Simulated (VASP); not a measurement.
A convergence study with VASP on SnO (litharge): one setting is varied, all else stays as given below, so the limit is that of these other settings.

```
CELL_PARAMETERS angstrom
      3.80000     0.00000     0.00000
      0.00000     3.80000     0.00000
      0.00000     0.00000     4.84000
ATOMIC_POSITIONS crystal
  Sn 0.50000 0.00000 0.76200
  Sn 0.00000 0.50000 0.23800
  O  0.50000 0.50000 0.00000
  O  0.00000 0.00000 0.00000
```

Level of theory: PBE GGA, VASP's PBE PAW potentials (set 64) (plane waves; VASP). The tightest run used: 700 eV cut-off, 15×15×11 Γ-centred mesh, Gaussian smearing of 0.050 eV, potentials Sn_d O.

Task: The settings run are 1×1×1 mesh; 2×2×1 mesh; 3×3×2 mesh; 4×4×3 mesh; 5×5×4 mesh; 6×6×4 mesh; 7×7×5 mesh; 8×8×6 mesh; 9×9×6 mesh; 10×10×7 mesh; 11×11×8 mesh; 12×12×9 mesh; 13×13×9 mesh; 14×14×10 mesh; 15×15×11 mesh. From which on does the energy per atom stay within 0.001 eV/atom of the tightest run?

Result: From 5×5×4 mesh on: it is off by 0.0005 there and by no more than 0.001 in any finer run, while 4×4×3 mesh is off by 0.0021.
```tsv
setting	E (eV/atom)	pressure (GPa)	largest force (eV/Å)	irreducible k-points	difference judged (eV/atom)
1×1×1 mesh	-4.6539	16.62	2.758	1	1.0155
2×2×1 mesh	-5.6556	2.07	0.475	3	0.0138
3×3×2 mesh	-5.6709	4.48	0.513	6	0.0015
4×4×3 mesh	-5.6672	4.51	0.523	12	0.0021
5×5×4 mesh	-5.6688	4.62	0.463	18	0.0005
6×6×4 mesh	-5.6693	4.54	0.483	30	0.0001
7×7×5 mesh	-5.6694	4.57	0.467	30	0.0000
8×8×6 mesh	-5.6694	4.55	0.478	60	0.0000
9×9×6 mesh	-5.6694	4.58	0.467	60	0.0000
10×10×7 mesh	-5.6694	4.56	0.476	84	0.0000
11×11×8 mesh	-5.6694	4.57	0.468	105	0.0000
12×12×9 mesh	-5.6694	4.56	0.472	140	0.0000
13×13×9 mesh	-5.6694	4.57	0.469	140	0.0000
14×14×10 mesh	-5.6694	4.57	0.471	216	0.0000
15×15×11 mesh	-5.6694	4.57	0.469	216	0.0000
```

Left out are rungs that failed or repeat a setting and relaxations that didn't move; long series are thinned to 24 rows.

The compound is SnO in the litharge structure. The cell was not relaxed at this level, forces remain on its atoms.
